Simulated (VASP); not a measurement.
VASP input:

INCAR:
```
SYSTEM = WS
PREC = Accurate
ENCUT = 400
EDIFF = 1E-6
NELM = 100
ALGO = Normal
LREAL = .FALSE.
LASPH = .TRUE.
ISMEAR = 1
SIGMA = 0.1
GGA = PE
LMAXMIX = 6
LWAVE = .FALSE.
LCHARG = .FALSE.
IBRION = 2
ISIF = 3
NSW = 60
EDIFFG = -0.01
```

**KPOINTS**
```
Automatic mesh
0
Gamma
9 9 9
0 0 0
```

File POSCAR:
```
WS
1
    0.0000000000     3.0830500000     3.0830500000
    3.0830500000     0.0000000000     3.0830500000
    3.0830500000     3.0830500000     0.0000000000
W S
1 1
Direct
  0.0000000000   0.0000000000   0.0000000000
  0.2500000000   0.2500000000   0.2500000000
```

POTCAR, in this order: W_sv S (PBE.64 set). Program: vasp_std.

Q: Translate this PBE calculation to Ansatz.

A: One equivalent input (not run):
Ansatz 0.2 input:
```yaml
crystal:
  lattice:
    - [0.0000000, 3.0830500, 3.0830500]
    - [3.0830500, 0.0000000, 3.0830500]
    - [3.0830500, 3.0830500, 0.0000000]
  atoms:
    - { symbol: W, position: [0.0000000, 0.0000000, 0.0000000] }
    - { symbol: S, position: [0.2500000, 0.2500000, 0.2500000] }
kpoints:
  mp_grid: { grid: [9, 9, 9] }
hamiltonian:
  xc: pbe
  pseudopotentials: { kind: paw }
scf:
  occupations: { method: methfessel_paxton, width: 0.1 }
  max_iter: 100
relax:
  max_steps: 60
  f_tol: 0.01
  cell: {}
output: { forces: true, stress: true, eigenvalues: true }
```
Limits of the translation: each code has its own PAW files, so the cut-off isn't converted (ENCUT is set for VASP's; basis.ecutwfc is left out, and Ansatz then takes the one that its files recommend); Ansatz stops its SCF on the density residual and VASP on the energy change (EDIFF).

The structure was generated: WS was put into the zinc blende type (F-43m), which need not be its known phase. This run relaxes it. Symmetry was kept, so distortions that lower it aren't found.
